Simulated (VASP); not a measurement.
Crystal: RuSe.

```
Ru Se
1.0
     3.18769    0.00000    0.00000
     0.00000    3.18769    0.00000
     0.00000    0.00000    3.18769
Ru Se
1 1
Direct
  0.00000 0.00000 0.00000
  0.50000 0.50000 0.50000
```

The cell comes from a database or a generator and needn't be the stable form of this composition.

- Program: VASP 6.6.1
- Task: relaxation of cell and atoms
- Functional: optB88-vdW
- Potentials or basis: VASP PAW PBE potentials, release 64 (Ru_pv, Se)
- Cutoff: 600 eV
- k mesh: 8 × 8 × 8
- Occupations: fermi-dirac, width 0.05 eV
- Spin: no spin polarisation

At the start: pressure -6.2 GPa; volume 16.20 Å³/atom.

How do energy, volume and symmetry change on relaxing?

Over 3 steps the energy falls by 13.1 meV/atom and the volume is 15.56 Å³/atom (-3.9 %); space group Pm-3m (No. 221, to 0.05 Å).

Step by step:
| step | energy change (eV) | largest force (eV/Å) | pressure (GPa) | volume (Å³) |
| --- | --- | --- | --- | --- |
| 1 | 0.0000 | 0.0000 | -6.25 | 32.39 |
| 2 | 0.0214 | 0.0000 | 10.16 | 29.52 |
| 3 | -0.0262 | 0.0000 | -0.08 | 31.12 |

Final structure:
```xyz
2
Lattice="3.1453 0.0000 0.0000 0.0000 3.1453 0.0000 0.0000 0.0000 3.1453" Properties=species:S:1:pos:R:3 pbc="T T T"
Ru    0.0000    0.0000    0.0000
Se    1.5727    1.5727    1.5727
```

Caveat: the PAW data sets were made with another functional, which shifts forces and pressure a little.
